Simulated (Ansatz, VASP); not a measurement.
# GaP in two plane-wave programs

One calculation is typed for both programs; each brings its own data sets. How far apart do they land? The cell is taken from a series of runs on this material, whose earlier steps may have relaxed, scaled, displaced or heated it; both programs get it as it stands.

Main program and level: Ansatz 0.2.0; plane waves, with VASP 6.6.1 beside it; G0W0 gap at LDA.

### Step 1. The starting structure

It takes space group I-4m2 (No. 119, tetragonal). The conventional cell has a = 3.816 Å, b = 3.816 Å, c = 5.494 Å, α = 90.00°, β = 90.00°, γ = 90.00°. Nearest to Ga lie 4 P at 2.35 Å. Nearest to P lie 4 Ga at 2.35 Å. Farther neighbours are not listed.

Coordinates:

```cif
data_structure
_symmetry_space_group_name_H-M 'P 1'
_symmetry_Int_Tables_number 1
_cell_length_a 3.8503
_cell_length_b 3.8503
_cell_length_c 3.8155
_cell_angle_alpha 60.298
_cell_angle_beta 60.298
_cell_angle_gamma 59.404
_cell_volume 39.99
loop_
_atom_site_label
_atom_site_type_symbol
_atom_site_fract_x
_atom_site_fract_y
_atom_site_fract_z
_atom_site_occupancy
Ga1 Ga 0.00000 0.00000 0.00000 1
P2 P 0.75000 0.75000 0.75000 1
```

### Step 2. Ansatz: G0W0 gap, LDA

Ansatz runs on its default PAW (the set named soft_2) files.

Quasiparticle shifts depend on high empty states and on the cores, so they are the hardest test of two PAW sets.

Contents of input.yaml:

```yaml
crystal:
  lattice:
    - [0.0, 2.6979975, 2.7469196256]
    - [2.6979975, 0.0, 2.7469196256]
    - [2.6979975, 2.6979975, 0.0]
  atoms:
    - { symbol: Ga, position: [0.0, 0.0, 0.0] }
    - { symbol: P, position: [0.75, 0.75, 0.75] }
kpoints:
  mp_grid: { grid: [6, 6, 6] }
hamiltonian:
  xc: lda
scf:
  occupations: { method: fixed }
gw:
  n_empty_bands: 183
  ecut_chi: 160.0
  qp_bands: [v3, c4]
  screening: { model: contour_deformation }
```

Run with:

```console
$ ansatz run input.yaml --threads 14 --pin off --max-ram 73728MiB --backend cpu --events-out ev --progress --plain --runs-dir out
```

Numbers of over 12 decimals in the logs are rounded to 6 here.

What it wrote:

```text
Engine: ansatz 0.2.0, aarch64-unknown-linux-gnu
Pseudopotentials: kind: paw
Pseudopotential: Ga, paw, valence charge 13, recommended cutoff 420 eV (normal), Ga.paw.azcp
Pseudopotential: P, paw, valence charge 5, recommended cutoff 420 eV (normal), P.paw.azcp
Functional definition: SPW92
  exchange = slater_x
  correlation = pw_c
Crystal: 2 atoms, lattice volume = 39.991 Å³
Basis set: ecut = 420 eV, 773 PW (Γ)
Bands: 13, of which v1, the nominal top of the filled ones, is band 9 counted from 1 (8 counted from 0)
Symmetry: 8 space group operations
Space group: I-4m2 (ITA 119), of the structure as read, at distance tolerance 3.4e-5 Å
k-points: 30 of 216 (time reversal used)
Non-local potential: Ga, projectors of the file, l = 0: 2, l = 1: 2, l = 2: 3, l = 3: 1
Non-local potential: P, projectors of the file, l = 0: 2, l = 1: 2, l = 2: 2
PAW form: soft (Blöchl's): semilocal exchange-correlation on the pseudo side does not see the compensation charge
PAW frozen core: Ga, regenerated for the run's functional, and the local potential with it (the file was generated under x = pbe(κ = 0.804, μ = 0.219515), c = pbe(β = 0.066725))
PAW frozen core: P, regenerated for the run's functional, and the local potential with it (the file was generated under x = pbe(κ = 0.804, μ = 0.219515), c = pbe(β = 0.066725))
PAW one-centre angular grid: Ga, 590 points (default); XC on 64 Gauss nodes
PAW one-centre angular grid: P, 110 points (default); XC on 64 Gauss nodes
Initial density: superposition of atomic densities (neutral atoms: chi_scale 0, normalization atom), corrected by the library's trained network
Initial wavefunctions: pseudopotential atomic-orbital guess
Functional: x = slater, c = lda
SCF iter   1: F=—  HF=-4433.748865 eV  |F-HF|=—  |Δ(HF+E_count)|=         —  Δρ=6.00e-3  dr2=1.44e-2  ethr=1.77e-3  ⟨swp⟩=5.0  Hψ=2059  notcnv=0  defer=56
preconditioner: auto → none  [insulator: Δε(μ)=1.335 eV  Ē_g=15.551 eV  n_scr=14 (ndim 8)  ℏωp=24.9 eV  f_vac=0.011  ε∞_Penn≈3.6]
SCF iter   2: F=—  HF=-4433.743799 eV  |F-HF|=—  |Δ(HF+E_count)|=   5.07e-3  Δρ=2.98e-3  dr2=1.53e-3  ethr=8.00e-5  ⟨swp⟩=2.9  Hψ=779  notcnv=0  defer=58
SCF iter   3: F=—  HF=-4433.743391 eV  |F-HF|=—  |Δ(HF+E_count)|=   4.08e-4  Δρ=9.39e-4  dr2=2.70e-4  ethr=8.52e-6  ⟨swp⟩=2.7  Hψ=751  notcnv=0  defer=59
SCF iter   4: F=—  HF=-4433.743289 eV  |F-HF|=—  |Δ(HF+E_count)|=   1.02e-4  Δρ=3.47e-4  dr2=2.17e-5  ethr=1.50e-6  ⟨swp⟩=2.0  Hψ=727  notcnv=0  defer=54
iter 5 did not close the SCF: its close was put off for the readings that it lacked (scf_convergence_deferred on its scf_iter line)
SCF iter   5: F=-4433.743286 eV  HF=-4433.743286 eV  |F-HF|=1.25e-8  |Δ(HF+E_count)|=   2.21e-6  Δρ=1.82e-5  dr2=9.64e-8  ethr=1.21e-7  ⟨swp⟩=2.9  Hψ=655  notcnv=0  defer=43
SCF iter   6: F=-4433.743286 eV  HF=-4433.743286 eV  |F-HF|=4.26e-9  |Δ(HF+E_count)|=   1.12e-8  Δρ=3.82e-6  dr2=6.94e-9  ethr=5.35e-10  ⟨swp⟩=5.4  Hψ=2131  notcnv=0
SCF 1 converged in 6 iterations: F = -4433.743286 eV  dr2 = 6.94e-9
  greatest PAW one-centre occupation: 0.994 electrons in one spin orbital (limit 2), on the Ga atom at site 0 (counted from 0), in its partial waves of l = 2
NSCF: frozen V_eff on 30 k-points
G₀W₀ screening: q 1/30
[... further progress lines ...]
NSCF: frozen V_eff on 1 k-points
NSCF: frozen V_eff on 1 k-points
[...]
SCF converged after 6 iterations
Free energy (F): -4433.743286 eV
Harris-Foulkes:  -4433.743286 eV  (|F-HF|=4.26e-9)
Internal energy: -4433.743286 eV  (E = F + TS)
E sigma→0 (E₀):  -4433.743286 eV
Fermi energy:    7.037849 eV
--- Per-component energies (eV) ---
  E_band       = -62.154089
  E_kinetic    = 187.081197
  E_local      = -2197.765830  (includes V_loc(G=0)·N_el)
  E_nonlocal   = 462.059081
  E_hartree    = 1014.333334
  E_xc         = -130.299059
  E_vxc        = -119.892004  (∫ρ·V_xc dr)
  E_paw        = -2452.968637  (= ΣΔE_a)
  E_vpaw       = -422.304622  (= ΣTr[D̂ρ^β])
  E_aug_tail   = -0.000114  (compensation charges beyond the density's cutoff)
  E_ewald      = -1318.029089
  E_core_change = 1.845831  (= ΣΔE_core)
  E_smearing   = -0.000000  (= −TS)
  E_closure    = 0.000000  (closes the sum)
  Σ components = -4433.743286   (vs F -4433.743286, Δ=0.00e0)
--- Band table (eV; the first three rows and the last of 30) ---
  k-point 0: bands = [... 5 lower, -5.6100, 6.9317, 7.0378, 7.0378, 8.7071, 10.7697, 10.7697, 10.8099]
  k-point 1: bands = [... 5 lower, -5.2482, 4.5498, 6.5706, 6.6660, 9.2974, 11.3386, 11.3414, 11.9311]
  k-point 2: bands = [... 5 lower, -4.2797, 1.6802, 6.0018, 6.1371, 8.7601, 11.6715, 11.7722, 14.4669]
  k-point 29: bands = [... 5 lower, -2.6066, 0.0114, 4.3343, 4.3343, 8.5553, 8.7804, 17.5233, 17.5233]
[...]
14    13     12.7716    -7.1963    -5.1571   -12.6673  0.7480    13.0866    13.0855  root
    15     7      1.0274   -17.7043     3.5123   -13.7950  0.7009     0.6281     0.6304  root
    15     8      4.0506   -15.9364     1.9932   -13.4737  0.7389     3.5765     3.5810  root
    15     9      5.8686   -16.5348     1.4404   -14.6155  0.7579     5.3866     5.3897  root
    15    10      9.9415    -9.0405    -4.4077   -13.8577  0.7725    10.3534    10.3511  root
    15    11     11.7086    -7.2388    -4.7422   -12.2793  0.7600    12.0085    12.0069  root
    15    12     12.4045    -7.1389    -5.0989   -12.5934  0.7496    12.7621    12.7601  root
    15    13     14.2661    -7.2456    -5.6899   -13.2323  0.7327    14.5638    14.5629  root
    16     7      0.5440   -17.5307     3.7164   -13.4268  0.6961     0.1546     0.1565  root
    16     8      4.2865   -16.0482     1.8801   -13.7054  0.7429     3.8195     3.8238  root
    16     9      5.4117   -16.3336     1.6087   -14.2336  0.7541     4.9168     4.9204  root
    16    10      9.7000    -8.6644    -4.2613   -13.2834  0.7767    10.0594    10.0577  root
    16    11     11.5002    -7.6152    -4.7770   -12.7285  0.7586    11.8387    11.8366  root
    16    12     12.8475    -7.1758    -5.1514   -12.6681  0.7491    13.1899    13.1883  root
    16    13     14.3053    -6.8390    -5.5804   -12.6954  0.7423    14.5821    14.5812  root
    17     7      2.4552   -17.9785     2.8267   -14.7381  0.7096     2.0381     2.0415  root
    17     8      5.1182   -16.0423     1.5328   -14.0576  0.7535     4.6630     4.6663  root
    17     9      5.4644   -16.2752     1.5714   -14.2184  0.7548     4.9755     4.9790  root
    17    10      9.7577    -8.4101    -4.2036   -12.9457  0.7771    10.0912    10.0897  root
    17    11     11.1848    -8.3255    -4.8635   -13.5963  0.7578    11.5953    11.5921  root
    17    12     12.6081    -6.8513    -4.8636   -11.9753  0.7575    12.8695    12.8684  root
    17    13     13.1555    -7.6608    -5.2855   -13.3078  0.7446    13.5192    13.5170  root
    18     7      1.3241   -18.3720     3.3644   -14.6200  0.7036     0.9351     0.9366  root
    18     8      3.6043   -15.6184     2.2230   -12.9079  0.7304     3.1114     3.1169  root
[...]
28    13     14.4991    -6.8879    -5.7665   -12.9653  0.7353    14.8098    14.8101  root
    29     7      0.0114   -18.1467     3.8730   -13.9046  0.7015    -0.3595    -0.3577  root
    29     8      4.3343   -16.0307     2.0459   -13.4689  0.7410     3.8131     3.8185  root
    29     9      4.3343   -16.0307     2.0459   -13.4689  0.7410     3.8131     3.8185  root
    29    10      8.5553    -7.0502    -3.8621   -11.1049  0.7916     8.7485     8.7480  root
    29    11      8.7804    -7.9424    -4.0100   -12.2614  0.7844     9.0905     9.0894  root
    29    12     17.5233    -7.1995    -7.0536   -14.6098  0.7147    17.8807    17.8800  root
    29    13     17.5233    -7.1995    -7.0536   -14.6098  0.7147    17.8807    17.8800  root
```

The column dr2 measures how far the density is from self-consistency, as an energy; F and HF (Harris–Foulkes) agree once it is small.

(Continued in part 2 of 2.)

[Lines on the potential files, build, host, timing and source positions are cut from VASP's logs without a mark.]

[Logs are printed without paths, hosts, clocks, repeated set-up lines and the standing remarks that a program may print on its own settings, such as how far it seeks lower states.]

[Hosts, paths, dates, database ids (printed as entryN), source tags and the programs' standing remarks are cut or masked in the printed files.]
